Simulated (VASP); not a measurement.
Output of a VASP run:

OSZICAR:
```
       N       E                     dE             d eps       ncg     rms          rms(c)
DAV:   1     0.966996425964E+02    0.96700E+02   -0.73834E+03  1020   0.107E+03
DAV:   2    -0.159548528833E+02   -0.11265E+03   -0.11091E+03  1090   0.341E+02
DAV:   3    -0.221457113800E+02   -0.61909E+01   -0.57258E+01  1530   0.623E+01
DAV:   4    -0.222589843218E+02   -0.11327E+00   -0.11312E+00  1434   0.824E+00
DAV:   5    -0.222606902885E+02   -0.17060E-02   -0.16997E-02  1332   0.101E+00    0.964E+00
DAV:   6    -0.213785261206E+02    0.88216E+00   -0.45692E+00  1630   0.269E+01    0.349E+00
DAV:   7    -0.213168939062E+02    0.61632E-01   -0.10719E-01  1464   0.320E+00    0.206E+00
DAV:   8    -0.212888846845E+02    0.28009E-01   -0.44436E-02  1576   0.192E+00    0.246E-01
DAV:   9    -0.212885900873E+02    0.29460E-03   -0.45114E-03  1370   0.899E-01    0.174E-01
DAV:  10    -0.212884241301E+02    0.16596E-03   -0.44576E-04  1604   0.286E-01    0.702E-02
DAV:  11    -0.212884144345E+02    0.96956E-05   -0.20752E-05  1444   0.533E-02    0.434E-02
DAV:  12    -0.212884082048E+02    0.62297E-05   -0.31897E-05  1620   0.696E-02    0.245E-03
DAV:  13    -0.212884081620E+02    0.42873E-07   -0.78406E-07   778   0.120E-02
   1 F= -.21288408E+02 E0= -.21288085E+02  d E =-.212884E+02
```

### OUTCAR
```
------------------------ aborting loop because EDIFF is reached ----------------------------------------
  FORCE on cell =-STRESS in cart. coord.  units (eV):
  Direction    XX          YY          ZZ          XY          YZ          ZX
  --------------------------------------------------------------------------------------
  Total       -0.0053370     -0.0053370     -0.0053370     -0.0000000      0.0000000     -0.0000000
  in kB       -0.1303068     -0.1303068     -0.1303068     -0.0000000      0.0000000     -0.0000000
  external PRESSURE =      -0.1303068 kB  Pullay stress =       0.0000000 kB
  volume of cell :       65.62
      direct lattice vectors                 reciprocal lattice vectors
     4.033488486  0.000000000  0.000000000     0.247924347  0.000000000  0.000000000
     0.000000000  4.033488486  0.000000000     0.000000000  0.247924347  0.000000000
     0.000000000  0.000000000  4.033488486     0.000000000  0.000000000  0.247924347
 POSITION                                       TOTAL-FORCE (eV/Angst)
 -----------------------------------------------------------------------------------
      0.00000      0.00000      0.00000         0.000000      0.000000      0.000000
      2.01674      0.00000      2.01674         0.000000      0.000000      0.000000
      0.00000      2.01674      2.01674         0.000000      0.000000      0.000000
      2.01674      2.01674      0.00000         0.000000      0.000000      0.000000
 -----------------------------------------------------------------------------------
    total drift:                               -0.000000     -0.000000     -0.000000
  FREE ENERGIE OF THE ION-ELECTRON SYSTEM (eV)
  ---------------------------------------------------
  free  energy   TOTEN  =       -21.2884081620 eV

  energy  without entropy=      -21.2874389878  energy(sigma->0) =      -21.28808510

 reached required accuracy - stopping structural energy minimisation
```
(Selected blocks of OUTCAR.)

File POSCAR:
```
ScAl3
1
    4.0334884858     0.0000000000    -0.0000000000
    0.0000000000     4.0334884858     0.0000000000
   -0.0000000000     0.0000000000     4.0334884858
Sc Al
1 3
Direct
  0.0000000000   0.0000000000   0.0000000000
  0.5000000000   0.0000000000   0.5000000000
  0.0000000000   0.5000000000   0.5000000000
  0.5000000000   0.5000000000   0.0000000000
```

Question: Reconstruct the remaining input files.

Answer: Several could match; the one computed here: the input of the run itself, LDA (Ceperley-Alder, Perdew-Zunger), plane waves, VASP's LDA PAW potentials (set 64).

**INCAR**
```
! general
SYSTEM   =  ScAl3
PREC     =  Accurate
ENCUT    =  400   ! plane-wave cut-off (eV)
LREAL    =  F   ! projection in real space or not
LASPH    =  T   ! aspherical one-centre terms

! electronic loop
EDIFF    =  1E-6   ! SCF stop (eV)
NELM     =  100
ALGO     =  Normal
LMAXMIX  =  4   ! l cut-off of mixed one-centre charges

! smearing
ISMEAR   =  1
SIGMA    =  0.1

! ions
IBRION   =  2   ! conjugate gradients
NSW      =  60
ISIF     =  3   ! ions, shape and volume
EDIFFG   =  -0.01

! output
LWAVE    =  F
LCHARG   =  F
```

### KPOINTS
```
Automatic mesh
0
Gamma
8 8 8
0 0 0
```

POTCAR, in this order: Sc_sv Al (LDA.64 set). Program: vasp_std.

The structure comes from a computed database's ScAl3 entry (Pm-3m); how it stands against other phases isn't given here. It was relaxed first. The start is the result of an earlier pass.
